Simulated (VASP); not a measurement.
Consider the following.

```xyz
1
Lattice="0.0000 1.9450 1.9450 1.9450 0.0000 1.9450 1.9450 1.9450 0.0000" Properties=species:S:1:pos:R:3 pbc="T T T"
Pd     0.0000     0.0000     0.0000
```

Calculation: PBE GGA, VASP's PBE PAW potentials (set 64) (plane waves; VASP). Settings: 400 eV cut-off, 14×14×14 Γ-centred mesh, first-order Methfessel-Paxton smearing of 0.10 eV, potentials Pd.

Energy and stress use the plane-wave basis of the starting cell.

Q: The ions, cell shape and volume are relaxed. Predict the relaxed structure.

A: 
```xyz
1
Lattice="0.0000 1.9691 1.9691 1.9691 0.0000 1.9691 1.9691 1.9691 0.0000" Properties=species:S:1:pos:R:3 pbc="T T T"
Pd     0.0000     0.0000     0.0000
```
Space group Fm-3m (225), at a tolerance of 0.03 Å.

Q: How do energy and volume change from the first to the last step?

A: The energy (σ→0) changes by -11.4 meV/atom and the volume by +3.8 %, in 3 ionic steps.

```csv
step,E(σ→0) (eV),max force (eV/Å),pressure (GPa),volume (Å³)
1,-5.1921,0.000,6.97,14.72
2,-5.1800,0.000,-8.20,16.12
3,-5.2034,0.000,-0.07,15.27
```

The compound is Pd in the fcc structure. This run relaxes it. Symmetry was kept, so distortions that lower it aren't found.
